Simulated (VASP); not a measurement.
```
CoSi2
1.0
    0.00000     2.70370     2.70370
    2.70370     0.00000     2.70370
    2.70370     2.70370     0.00000
Co Si
1 2
Cartesian
  0.00000   0.00000   0.00000
  1.35185   1.35185   1.35185
  4.05554   4.05554   4.05554
```

Computed with AM05 GGA, VASP's PBE PAW potentials (set 64) (plane waves; VASP). Numerical set-up: 520 eV cut-off, 10×10×10 Γ-centred mesh, first-order Methfessel-Paxton smearing of 0.10 eV, potentials Co Si.

Q: Give the stress tensor in GPa (positive for a compressed cell).

A: 
```
-10.16    0.00    0.00
  0.00  -10.16    0.00
  0.00    0.00  -10.16
```
The pressure is its mean diagonal, -10.16 GPa.

The compound is CoSi2 in the fluorite structure. This cell is one point of a volume scan, at 1.06 of the reference volume. The run is not spin-polarised, so no magnetic state was tried. The electron count is odd and the run is not spin-polarised, which forces a metal.
